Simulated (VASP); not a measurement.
The system is MgSiH2O4.

```xyz
8
Lattice="4.3351 0.0000 0.0000 0.0000 2.8596 0.0000 -0.2799 0.0000 4.7930" Properties=species:S:1:pos:R:3 pbc="T T T"
Si    0.0036    0.0000    0.0118
Mg    2.0360    1.4298    2.2785
O     3.3164    1.4298    0.5100
O     3.2949    0.0000    3.1569
O     0.8350    1.4298    4.1192
O     0.8833    0.0000    1.4815
H     1.7454    1.4298    4.6562
H     4.0972    0.0000    2.4775
```

The cell comes from a database or a generator and needn't be the stable form of this composition.

| Item | Value |
| --- | --- |
| Program | VASP 6.6.1 |
| Task | single point |
| Functional | PBE |
| Potentials or basis | VASP PAW PBE potentials, release 64 (Si, Mg, O, H) |
| Cutoff | 520 eV |
| k mesh | 6 × 9 × 6 |
| Occupations | fermi-dirac, width 0.05 eV |
| Spin | no spin polarisation |

On this cell: pressure -0.3 GPa; largest force 0.110 eV/Å; band gap on the k mesh 4.77 eV, indirect (least direct gap 4.81 eV).

The same run follows on a disturbed copy (atoms moved at random, drawn with an rms of 0.05 Å):

```xyz
8
Lattice="4.3351 0.0000 0.0000 0.0000 2.8596 0.0000 -0.2799 0.0000 4.7930" Properties=species:S:1:pos:R:3 pbc="T T T"
Si   -0.0053   -0.0015   -0.0180
Mg    2.0811    1.5052    2.3127
O     3.3724    1.4347    0.5027
O     3.2724    0.0164    3.1995
O     0.8888    1.4560    4.1424
O     0.8823   -0.0365    1.4972
H     1.7516    1.3865    4.6692
H     4.0876   -0.0210    2.4754
```

Problem. What changes?

Solution. The energy moves by +23.4 meV/atom; pressure 1.0 GPa; largest force 1.843 eV/Å; band gap on the k mesh 4.48 eV, direct.

Forces on the atoms (eV/Å):
```
Si   1.051  0.037  1.514
Mg  -0.568 -0.779 -0.407
O   -0.568 -0.212  0.320
O    0.758  0.088 -0.991
O   -1.160 -0.317 -0.952
O   -0.115  0.747  0.031
H    0.500  0.301  0.426
H    0.102  0.136  0.059
```

Stress tensor (GPa, compression positive):
```
1.06 0.29 2.51
0.29 0.76 0.57
2.51 0.57 1.09
```

Caveats: an odd mesh through Γ misses points on the zone boundary, where band edges often lie.
